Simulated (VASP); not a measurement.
Given:

```
CELL_PARAMETERS angstrom
      0.00000     2.96389     2.96389
      3.08739     0.00000     2.96389
      3.08739     2.96389     0.00000
ATOMIC_POSITIONS crystal
  Pb 0.00000 0.00000 0.00000
  Se 0.50000 0.50000 0.50000
```

Method: r2SCAN meta-GGA, VASP's PBE PAW potentials (set 64) (plane waves; VASP). Numerical set-up: 480 eV cut-off, 8×8×8 Γ-centred mesh, Gaussian smearing of 0.050 eV, potentials Pb_d Se.

### Question
What does the run give for the energy per atom (σ→0), pressure?

### Answer

```json
{
  "energy per atom (σ→0)": "-35.919 eV/atom",
  "pressure": "5.47 GPa"
}
```

Only differences to runs with the same potentials and settings are physical.

The compound is PbSe in the rock salt structure. This cell was strained or had an atom moved on purpose.
